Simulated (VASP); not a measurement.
An input for Ansatz (written as the equivalent of a VASP run, and not itself run):

Ansatz 0.2 input:
```yaml
crystal:
  lattice:
    - [0.0000000, 2.6000000, 2.6000000]
    - [2.6000000, 0.0000000, 2.6000000]
    - [2.6000000, 2.6000000, 0.0000000]
  atoms:
    - { symbol: Mg, position: [0.0000000, 0.0000000, 0.0000000] }
    - { symbol: S, position: [0.5000000, 0.5000000, 0.5000000] }
kpoints:
  mp_grid: { grid: [8, 8, 8] }
hamiltonian:
  xc: pbe
  dispersion: d4
  pseudopotentials: { kind: paw }
scf:
  occupations: { method: gaussian, width: 0.05 }
  max_iter: 100
relax:
  max_steps: 60
  f_tol: 0.01
  cell: {}
output: { forces: true, stress: true, eigenvalues: true }
```

Q: Translate this input to VASP (INCAR, KPOINTS, POSCAR, choice of POTCAR).

A: One answer among several that fit: 
**KPOINTS**
```
K-points
0
Gamma
8 8 8
```

POSCAR:
```
MgS
1
    0.0000000000     2.6000000000     2.6000000000
    2.6000000000     0.0000000000     2.6000000000
    2.6000000000     2.6000000000     0.0000000000
Mg S
1 1
Direct
  0.0000000000   0.0000000000   0.0000000000
  0.5000000000   0.5000000000   0.5000000000
```

### INCAR
```
SYSTEM  =  MgS
PREC  =  Accurate; ENCUT  =  520; LREAL  =  .False.
LASPH  =  .True.
EDIFF  =  1E-6; NELM  =  100; ALGO  =  Normal
ISMEAR  =  0; SIGMA  =  0.05
GGA  =  PE; IVDW  =  13
IBRION  =  2; NSW  =  60; ISIF  =  3
EDIFFG  =  -0.01
LWAVE  =  .False.; LCHARG  =  .False.
```

POTCAR, in this order: Mg S (PBE.64 set). Program: vasp_std.

What does not carry over: each code has its own PAW files, so the cut-off isn't converted (ENCUT is set for VASP's; basis.ecutwfc is left out, and Ansatz then takes the one that its files recommend); Ansatz stops its SCF on the density residual and VASP on the energy change (EDIFF).

The compound is MgS in the rock salt structure. This run relaxes it. Symmetry was kept, so distortions that lower it aren't found.
